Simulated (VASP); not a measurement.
The system is CuI.

```
Cu I
1.0
     0.00000    3.04092    3.04092
     3.04092    0.00000    3.04092
     3.04092    3.04092    0.00000
Cu I
1 1
Cartesian
  1.5205 1.5205 1.5205
  3.0409 0.0000 3.0409
```

Base run:

| Property | Result |
| --- | --- |
| Program | VASP 6.6.1 |
| Functional | PBE |
| Potentials or basis | VASP PAW PBE potentials, release 64 (Cu, I) |
| Cutoff | 520 eV |
| k mesh | 6 × 6 × 6 |
| Occupations | gaussian, width 0.03 eV |
| Spin | collinear spin, ferromagnetic start |
| Starting moments | [1.0, 0.0] μB |

Its results: band gap on the k mesh 1.12 eV, direct; pressure -0.1 GPa; net moment 0.00 μB per cell.

The run is repeated on the same cell with these changes: functional from PBE to HSE06. What comes out?

Band gap on the k mesh 2.58 eV, direct; pressure -0.2 GPa; net moment 0.00 μB per cell.

HSE06 gives the wider gap, since exact exchange removes part of the self-interaction.

Caveats: spin-orbit coupling is left out, which moves the levels of the heavy elements; the PAW data sets were made with another functional, which shifts forces and pressure a little (some runs).
